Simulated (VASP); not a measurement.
**MoOs: single point with PBE**

MoOs, a sheet with vacuum:

```
Mo Os
1.0
     3.44152    0.00000    0.00000
     0.00000    3.44152    0.00000
     0.00000    0.00000   23.80000
Mo Os
1 1
Direct
  0.50000 0.50000 0.29412
  0.00000 0.00000 0.29412
```

The cell was built by a generator and needn't be a form met in nature.

| Quantity | Value |
| --- | --- |
| Program | VASP 6.6.1 |
| Task | single point |
| Functional | PBE |
| Potentials or basis | VASP PAW PBE potentials, release 64 (Mo_sv, Os) |
| Cutoff | 520 eV |
| k mesh | 8 × 8 × 1 |
| Occupations | fermi-dirac, width 0.05 eV |
| Spin | no spin polarisation |
| Dipole correction | yes |
| Further INCAR settings | ALGO = Normal; EDIFF = 1e-07; NBANDS = 18 |

```yaml
Band_gap_on_the_k_mesh: none (metal or under the smearing width)
```

Levels at points of the mesh, in eV from the Fermi level:
```csv
k point,band 8,band 9,band 10,band 11,band 12,band 13,band 14,band 15
"(0.00, 0.00, 0.00)",-2.25,-2.20,-2.20,0.71,1.71,2.46,2.46,4.56
"(0.50, 0.00, 0.00)",-1.56,-1.36,-0.72,-0.67,-0.66,-0.04,0.21,0.42
"(0.50, 0.50, 0.00)",-3.80,-0.23,-0.06,0.76,1.21,2.53,2.53,3.10
```

Run time: 95 s on 1 thread of Intel(R) Xeon(R) Platinum 8488C (Sapphire Rapids), with other jobs on the host, peak memory 0.41 GiB.

The run has no spin-orbit coupling, so splittings on Os are missing.
